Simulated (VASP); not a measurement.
Output of a VASP run:

### OUTCAR
```
 ion  position               nearest neighbor table
   1  0.000  0.000  0.000-   2 2.85   2 2.85   2 2.85   2 2.85
   2  0.250  0.250  0.250-   1 2.85   1 2.85   1 2.85   1 2.85
  LATTYP: Found a face centered cubic cell.
 ALAT       =     6.5839220000
 Subroutine PRICEL returns:
 Original cell was already a primitive cell.
 Subroutine GETGRP returns: Found 24 space group operations
The static configuration has the point symmetry T_d .
The dynamic configuration has the point symmetry T_d .
 Subroutine INISYM returns: Found 24 space group operations
 Subroutine IBZKPT returns following result:
 Found     35 irreducible k-points:

 Following reciprocal coordinates:
            Coordinates               Weight
  0.000000  0.000000  0.000000      1.000000
  0.111111  0.000000  0.000000      8.000000
  0.222222  0.000000  0.000000      8.000000
  0.333333  0.000000  0.000000      8.000000
  0.444444  0.000000  0.000000      8.000000
  0.111111  0.111111  0.000000      6.000000
  0.222222  0.111111  0.000000     24.000000
  0.333333  0.111111  0.000000     24.000000
  0.444444  0.111111  0.000000     24.000000
 -0.444444  0.111111  0.000000     24.000000
 -0.333333  0.111111  0.000000     24.000000
 -0.222222  0.111111  0.000000     24.000000
 -0.111111  0.111111  0.000000     12.000000
  0.222222  0.222222  0.000000      6.000000
  0.333333  0.222222  0.000000     24.000000
  0.444444  0.222222  0.000000     24.000000
 -0.444444  0.222222  0.000000     24.000000
 -0.333333  0.222222  0.000000     24.000000
 -0.222222  0.222222  0.000000     12.000000
  0.333333  0.333333  0.000000      6.000000
  0.444444  0.333333  0.000000     24.000000
 -0.444444  0.333333  0.000000     24.000000
 -0.333333  0.333333  0.000000     12.000000
  0.444444  0.444444  0.000000      6.000000
 -0.444444  0.444444  0.000000     12.000000
  0.333333  0.222222  0.111111     24.000000
  0.444444  0.222222  0.111111     48.000000
 -0.444444  0.222222  0.111111     48.000000
  0.444444  0.333333  0.111111     24.000000
 -0.444444  0.333333  0.111111     48.000000
 -0.333333  0.333333  0.111111     48.000000
 -0.222222  0.333333  0.111111     24.000000
 -0.444444  0.444444  0.111111     24.000000
 -0.333333  0.444444  0.111111     24.000000
 -0.333333  0.444444  0.222222     24.000000
   k-points           NKPTS =     35   k-points in BZ     NKDIM =     35   number of bands    NBANDS=     13
   number of dos      NEDOS =    301   number of ions     NIONS =      2
   total plane-waves  NPLWV =  21952
   dimension x,y,z NGX =    28 NGY =   28 NGZ =   28
   dimension x,y,z NGXF=    56 NGYF=   56 NGZF=   56
   ions per type =               1   1
   PREC   = accura    normal or accurate (medium, high low for compatibility)
   ISTART =      0    job   : 0-new  1-cont  2-samecut
   ICHARG =      2    charge: 1-file 2-atom 10-const
   ISPIN  =      1    spin polarized calculation?
   LNONCOLLINEAR =      F non collinear calculations
   LSORBIT =      F    spin-orbit coupling
   INIWAV =      1    electr: 0-lowe 1-rand  2-diag
   ENCUT  =  300.0 eV  22.05 Ry    4.70 a.u.   6.57  6.57  6.57*2*pi/ulx,y,z
   NELM   =    100;   NELMIN=  2; NELMDL= -5     # of ELM steps
   EDIFF  = 0.1E-05   stopping-criterion for ELM
   LREAL  =      F    real-space projection
   NLSPLINE    = F    spline interpolate recip. space projectors
   LMAXMIX     =    4 max onsite mixed and CHGCAR
   VOSKOWN=      0    Vosko Wilk Nusair interpolation
   EDIFFG = 0.1E-04   stopping-criterion for IOM
   NSW    =      0    number of steps for IOM
   NBLOCK =      1;   KBLOCK =      1    inner block; outer block
   IBRION =     -1    ionic relax: 0-MD 1-quasi-New 2-CG
   NFREE  =      0    steps in history (QN), initial steepest desc. (CG)
   ISIF   =      2    stress and relaxation
   ISYM   =      2    0-nonsym 1-usesym 2-fastsym
   TEIN   =    0.0    initial temperature
   TEBEG  =    0.0;   TEEND  =   0.0 temperature during run
...
```

### OSZICAR
```
       N       E                     dE             d eps       ncg     rms          rms(c)
DAV:   1     0.691756186721E+02    0.69176E+02   -0.63195E+03   950   0.760E+02
DAV:   2    -0.269167079321E+01   -0.71867E+02   -0.69698E+02  1070   0.219E+02
DAV:   3    -0.501651932819E+01   -0.23248E+01   -0.23212E+01  1050   0.409E+01
DAV:   4    -0.504234775519E+01   -0.25828E-01   -0.25827E-01  1325   0.360E+00
DAV:   5    -0.504239301862E+01   -0.45263E-04   -0.45263E-04  1055   0.140E-01    0.549E+00
DAV:   6    -0.482410653144E+01    0.21829E+00   -0.43930E-01  1015   0.806E+00    0.446E+00
DAV:   7    -0.480714580581E+01    0.16961E-01   -0.11792E-01  1035   0.240E+00    0.167E+00
DAV:   8    -0.480761732764E+01   -0.47152E-03   -0.10120E-02   915   0.130E+00    0.486E-01
DAV:   9    -0.480790605267E+01   -0.28873E-03   -0.10155E-03  1060   0.351E-01    0.101E-01
DAV:  10    -0.480796077466E+01   -0.54722E-04   -0.10780E-04   990   0.107E-01    0.497E-02
DAV:  11    -0.480800253750E+01   -0.41763E-04   -0.78007E-05   928   0.628E-02    0.320E-02
DAV:  12    -0.480800172399E+01    0.81351E-06   -0.25067E-06  1067   0.141E-02
   1 F= -.48080017E+01 E0= -.48080017E+01  d E =-.967827E-28
```

### OUTCAR
```
------------------------ aborting loop because EDIFF is reached ----------------------------------------
  FORCE on cell =-STRESS in cart. coord.  units (eV):
  Direction    XX          YY          ZZ          XY          YZ          ZX
  --------------------------------------------------------------------------------------
  Total        0.2976385      0.2976385      0.2976385      0.0000000      0.0000000      0.0000000
  in kB        6.6835267      6.6835267      6.6835267      0.0000000      0.0000000      0.0000000
  external PRESSURE =       6.6835267 kB  Pullay stress =       0.0000000 kB
  volume of cell :       71.35
      direct lattice vectors                 reciprocal lattice vectors
     0.000000000  3.291961000  3.291961000    -0.151885153  0.151885153  0.151885153
     3.291961000  0.000000000  3.291961000     0.151885153 -0.151885153  0.151885153
     3.291961000  3.291961000  0.000000000     0.151885153  0.151885153 -0.151885153
  FREE ENERGIE OF THE ION-ELECTRON SYSTEM (eV)
  ---------------------------------------------------
  free  energy   TOTEN  =        -4.8080017240 eV

  energy  without entropy=       -4.8080017240  energy(sigma->0) =       -4.80800172
```
(Selected blocks of OUTCAR.)

File POSCAR:
```
CdTe
1
    0.0000000000     3.2919610000     3.2919610000
    3.2919610000     0.0000000000     3.2919610000
    3.2919610000     3.2919610000     0.0000000000
Cd Te
1 1
Direct
  0.0000000000   0.0000000000   0.0000000000
  0.2500000000   0.2500000000   0.2500000000
```

Question: Write an INCAR and KPOINTS that could have produced this output.

Answer: One answer among several that fit: the input of the run itself, PBE GGA, plane waves, VASP's PBE PAW potentials (set 64).

File KPOINTS:
```
Automatic mesh
0
Gamma
9 9 9
0 0 0
```

### INCAR
```
LASPH  =  .TRUE.
NELM  =  100
ALGO  =  Normal   # blocked Davidson
SIGMA  =  0.01
LREAL  =  .FALSE.   # projection in real space or not
LMAXMIX  =  4   # l cut-off of mixed one-centre charges
GGA  =  PE   # PBE
LCHARG  =  .FALSE.
ISMEAR  =  0   # Gaussian
LWAVE  =  .FALSE.
ENCUT  =  300   # plane-wave cut-off (eV)
SYSTEM  =  CdTe
PREC  =  Accurate
EDIFF  =  1E-6   # SCF stop (eV)
ISIF  =  2
```

POTCAR, in this order: Cd Te (PBE.64 set). Program: vasp_std.

At this cut-off the stress carries a Pulay error, which pulls relaxed volumes low.

The structure comes from a computed database's CdTe entry; how it stands against other phases isn't given here. The cell was not relaxed at this level.
